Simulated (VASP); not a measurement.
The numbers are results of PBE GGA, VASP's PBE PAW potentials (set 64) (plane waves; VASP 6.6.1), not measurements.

VASP input:

**KPOINTS**
```
Automatic mesh
0
Gamma
6 6 6
0 0 0
```

**INCAR**
```
# general
SYSTEM   =  CdTe
PREC     =  Accurate
ENCUT    =  520   # plane-wave cut-off (eV)
LREAL    =  .False.   # projection in real space or not
LASPH    =  .True.   # aspherical one-centre terms

# electronic loop
EDIFF    =  1E-6   # SCF stop (eV)
NELM     =  100
ALGO     =  Normal
LMAXMIX  =  4   # l cut-off of mixed one-centre charges

# smearing
ISMEAR   =  0
SIGMA    =  0.05   # width (eV)

# functional
GGA      =  PE   # PBE

# output
LWAVE    =  .True.
LCHARG   =  .False.
```

**POSCAR**
```
CdTe
3.3124350
  0.0000000000   1.0000000019   1.0000000019
  1.0000000019   0.0000000000   1.0000000019
  1.0000000019   1.0000000019   0.0000000000
Cd Te
1 1
Cartesian
  0.0000000000   0.0000000000   0.0000000000
  0.5000000010   0.5000000010   0.5000000010
```

POTCAR, in this order: Cd Te (PBE.64 set). Program: vasp_std.

Unless said otherwise, spin-orbit coupling is left out, though it shifts the bands of the heavy elements here.

What does the run give for the energy per atom (σ→0), band gap (on the k-mesh)?

The energy per atom (σ→0) is -2.404 eV/atom and the band gap (on the k-mesh) is 0.57 eV.

**OSZICAR**
```
...
DAV:   7    -0.480579164028E+01    0.15004E-01   -0.11570E-01   461   0.246E+00    0.166E+00
DAV:   8    -0.480666540842E+01   -0.87377E-03   -0.99237E-03   446   0.136E+00    0.477E-01
DAV:   9    -0.480702231857E+01   -0.35691E-03   -0.10057E-03   471   0.358E-01    0.103E-01
DAV:  10    -0.480709276450E+01   -0.70446E-04   -0.12709E-04   451   0.118E-01    0.518E-02
DAV:  11    -0.480713880051E+01   -0.46036E-04   -0.87909E-05   434   0.640E-02    0.347E-02
DAV:  12    -0.480713767433E+01    0.11262E-05   -0.33929E-06   491   0.160E-02    0.196E-02
DAV:  13    -0.480713754607E+01    0.12826E-06   -0.61782E-07   318   0.441E-03
   1 F= -.48071375E+01 E0= -.48071375E+01  d E =-.319399E-11
```

The compound is CdTe in the zinc blende structure. It was relaxed first, which changed the volume by +7 %.
